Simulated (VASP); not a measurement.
Consider the following.

```
CuNi
1.0
    1.23471     0.71286     4.06572
   -1.23471     0.71286     4.06572
    0.00000    -1.42572     4.06572
Cu Ni
1 1
Direct
  0.00000   0.00000   0.00000
  0.50000   0.50000   0.50000
```

Computed with PBEsol GGA, VASP's PBE PAW potentials (set 64) (plane waves; VASP). Run with 400 eV cut-off, 19×19×19 Γ-centred mesh, tetrahedra with Blöchl corrections, potentials Cu Ni.

Tabulate the total density of states (states/eV per cell) against energy (eV; zero at the valence-band maximum or, without a gap, the Fermi level).

```
E (eV) | DOS (states/eV)
    -9.95 |  0.00
    -9.63 |  0.00
    -9.31 |  0.03
    -8.88 |  0.10
    -8.56 | # 0.13
    -8.24 | # 0.16
    -7.92 | # 0.18
    -7.60 | # 0.21
    -7.17 | # 0.24
    -6.85 | # 0.26
    -6.53 | # 0.31
    -6.21 | ## 0.35
    -5.89 | ## 0.42
    -5.46 | ### 0.56
    -5.14 | #### 0.84
    -4.82 | ######## 1.69
    -4.50 | ########### 2.27
    -4.18 | ############ 2.52
    -3.75 | #################### 4.26
    -3.43 | ############## 3.11
    -3.11 | #################### 4.26
    -2.79 | ################### 4.17
    -2.36 | ############################## 6.45
    -2.04 | ############## 3.07
    -1.72 | ######################### 5.41
    -1.39 | ################ 3.52
    -1.07 | ##################### 4.55
    -0.65 | ################### 4.05
    -0.32 | ######################## 5.21
     0.00 | ####### 1.51
     0.32 | #### 0.90
     0.64 | #### 0.78
     1.07 | ### 0.66
     1.39 | ### 0.64
     1.71 | ### 0.56
     2.03 | ## 0.53
     2.35 | ## 0.51
     2.78 | ## 0.49
     3.10 | ## 0.49
     3.42 | ## 0.44
```
Within 2 eV below the Fermi level the largest weight inside VASP's projection spheres is Ni d, then Cu d.

The structure comes from a computed database's CuNi entry (R-3m); how it stands against other phases isn't given here. It was relaxed first. The run is not spin-polarised, so no magnetic state was tried. The electron count is odd and the run is not spin-polarised, which forces a metal.
